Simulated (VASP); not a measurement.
Here is the system:

```
CELL_PARAMETERS angstrom
      0.00000     2.16346     2.16346
      2.16346     0.00000     2.16346
      2.16346     2.16346     0.00000
ATOMIC_POSITIONS crystal
  Ti 0.00000 0.00000 0.00000
  C  0.50000 0.50000 0.50000
```

All values below come from SCAN meta-GGA, VASP's PBE PAW potentials (set 64) (plane waves; VASP 6.6.1). Run with 520 eV cut-off, 16×16×16 Γ-centred mesh, tetrahedra with Blöchl corrections, potentials Ti_sv C.

### Question
Estimate the energy per atom (σ→0), band gap (over mesh and band path) with the smallest direct gap where there is one.

### Answer

| Item | Value |
|---|---|
| band gap (over mesh and band path) | none (metal, semimetal or under 0.01 eV) |
| energy per atom (σ→0) | -14.053 eV/atom |

The absolute energy has meaning only against runs of the same code, potentials and settings.

The compound is TiC in the rock salt structure. It was relaxed first.
